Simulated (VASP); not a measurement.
TaAs, 4 atoms in the cell. It takes space group I4_1md (No. 109, tetragonal). Conventional cell: a = 3.444 Å, b = 3.444 Å, c = 11.736 Å, α = 90.00°, β = 90.00°, γ = 90.00°. Ta (site symmetry 2mm) is surrounded by 6 As at 2.61 to 2.62 Å. As (site symmetry 2mm) is surrounded by 6 Ta at 2.61 to 2.62 Å. The cell is a database's computed one.

| Item | Value |
| --- | --- |
| Program | VASP 6.6.1 |
| Task | relaxation of cell and atoms |
| Functional | PBE |
| Potentials or basis | VASP PAW PBE potentials, release 64 (Ta_pv, As) |
| Cutoff | 600 eV |
| k mesh | 16 × 16 × 16 |
| Occupations | methfessel-paxton, width 0.1 eV |
| Spin | no spin polarisation |
| Further INCAR settings | ALGO = Normal; EDIFF = 1e-06; IBRION = 2; EDIFFG = -0.01; NSW = 90; ISIF = 3 |

Potentials or basis: VASP PAW PBE potentials, release 64 (Ta_pv, As).

Command:

```sh
$ cat potpaw_PBE.64/Ta_pv/POTCAR potpaw_PBE.64/As/POTCAR > POTCAR
$ mpirun -np 2 vasp_std > vasp.out
```

Hardware: 2 MPI ranks on Intel(R) Xeon(R) 6975P-C (Granite Rapids), with other jobs on the host.

Question: How long does it take, and how much memory?

Answer: Wall time 19 min on 2 MPI ranks on Intel(R) Xeon(R) 6975P-C (Granite Rapids), with other jobs on the host, peak memory 0.85 GiB a rank. Counts: scf iterations 40, k points 349, ion steps 5.
